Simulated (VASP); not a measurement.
Consider the following.

```xyz
8
Lattice="4.5175 0.0000 0.0000 0.0000 4.5175 0.0000 0.0000 0.0000 4.5175" Properties=species:S:1:pos:R:3 pbc="T T T"
Si     0.7168     1.5420     2.9755
Si     2.9755     0.7168     1.5420
Si     3.8007     3.8007     3.8007
Si     1.5420     2.9755     0.7168
Ru     3.8939     2.8824     1.6351
Ru     1.6351     3.8939     2.8824
Ru     0.6236     0.6236     0.6236
Ru     2.8824     1.6351     3.8939
```

These are LDA (Ceperley-Alder, Perdew-Zunger), VASP's LDA PAW potentials (set 64) (plane waves; VASP) values and carry that method's errors. Settings: 500 eV cut-off, 5×5×5 Γ-centred mesh, Gaussian smearing of 0.050 eV, potentials Si Ru_pv.

Q: Estimate the energy per atom (σ→0), pressure.

A: 
```json
{
 "energy per atom (σ→0)": "-8.919 eV/atom",
 "pressure": "30.26 GPa"
}
```

Total energies compare only between runs with the same potentials, cut-off and functional.

The compound is RuSi in the B20 structure. It was relaxed first under an external pressure of 30 GPa.
